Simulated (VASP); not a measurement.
Input:

```
CELL_PARAMETERS angstrom
      0.00000     2.19924     2.18089
      2.21626     0.00000     2.18089
      2.21626     2.19924     0.00000
ATOMIC_POSITIONS crystal
  Ti 0.00000 0.00000 0.00000
  C  0.47803 0.52197 0.52197
```

The numbers are results of PBE GGA, VASP's PBE PAW potentials (set 64) (plane waves; VASP 6.6.1), not measurements. Settings: ADDGRID = .TRUE., 520 eV cut-off, 13×13×13 Γ-centred mesh, first-order Methfessel-Paxton smearing of 0.10 eV, potentials Ti_sv C.

Question: Which forces act on the atoms, in eV/Å?

Answer: 
```
atom      Fx     Fy     Fz
----  ------  -----  -----
Ti1    0.685  0.000  0.000
C2    -0.685  0.000  0.000
```

Question: Give the stress tensor in GPa (positive for a compressed cell).

Answer: 
```
-10.09    0.00    0.00
  0.00   -9.75    0.00
  0.00    0.00   -7.03
```
The pressure is its mean diagonal, -8.96 GPa.

The compound is TiC in the rock salt structure. The cell was not relaxed at this level, atoms are displaced from their ideal sites. The run is one of a series of settings (ADDGRID = .TRUE. against the base run), some of them coarse on purpose.
